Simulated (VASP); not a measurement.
A run of VASP 6.6.1 is set up as follows.

POSCAR

```
YV2ClO5
1.0
    3.8567183200      0.0000000000      0.0000000000
    0.0000000000      3.8372456400      0.0000000000
    0.0000000000      0.0000000000      7.4179046200
Y Cl V O
1 1 2 5
Direct
    0.0000000000      0.0000000000      0.5000000000
    0.0000000000      0.0000000000      0.0000000000
    0.5000000000      0.5000000000      0.2639900000
    0.5000000000      0.5000000000      0.7360100000
    0.5000000000      0.5000000000      0.0000000000
    0.5000000000      0.0000000000      0.3137000000
    0.5000000000      0.0000000000      0.6863000000
    0.0000000000      0.5000000000      0.3127000000
    0.0000000000      0.5000000000      0.6873000000
```

The input INCAR.step1:

```
SYSTEM = YV2ClO5
PREC = Accurate
ENCUT = 520
ISMEAR = -1
SIGMA = 0.0327
LREAL = .False.
LASPH = .True.
NELM = 60
NBANDS = 47
GGA = PE
ALGO = Normal
EDIFF = 1E-4
LWAVE = .True.
LCHARG = .False.
```

Contents of INCAR.step2:

```
SYSTEM = YV2ClO5
PREC = Accurate
ENCUT = 520
EDIFF = 1E-7
ISMEAR = -1
SIGMA = 0.0327
LREAL = .False.
LASPH = .True.
NELM = 60
ALGO = Normal
ISIF = 2
LWAVE = .False.
LCHARG = .False.
METAGGA = R2SCAN
LMIXTAU = .True.
NBANDS = 47
ISTART = 1
```

File KPOINTS:

```
Automatic mesh
0
Gamma
  5 5 3
  0 0 0
```

Potentials or basis: VASP PAW PBE potentials, release 64 (Y_sv, Cl, V_sv, O).

The run is started by

```bash
$ cat potpaw_PBE.64/Y_sv/POTCAR potpaw_PBE.64/Cl/POTCAR potpaw_PBE.64/V_sv/POTCAR potpaw_PBE.64/O/POTCAR > POTCAR
$ cp INCAR.step1 INCAR
$ mpirun -np 1 vasp_std > vasp.out
$ cp INCAR.step2 INCAR
$ mpirun -np 1 vasp_std > vasp.out
```

Problem. Estimate the largest force.

Solution. 3.551 eV/Å.

Problem. Estimate the band gap on the k mesh.

Solution. None (metal or under the smearing width).

Forces in eV/Å, atoms in the order of the input:
```
Y    0.000  0.000  0.000
Cl   0.000  0.000  0.000
V    0.000  0.000 -3.551
V    0.000  0.000  3.551
O    0.000  0.000  0.000
O    0.000  0.000  0.516
O    0.000  0.000 -0.516
O    0.000  0.000  0.561
O    0.000  0.000 -0.561
```

Caveat: the PAW data sets were made with another functional, which shifts forces and pressure a little; the run has no spin polarisation, though such a crystal can be magnetic; semilocal functionals often make such compounds metallic where correlation or magnetic order opens a gap, which also shifts bond lengths. With open d or f shells a metallic result of r2SCAN can be an artefact of self-interaction; +U or a hybrid may open a gap.
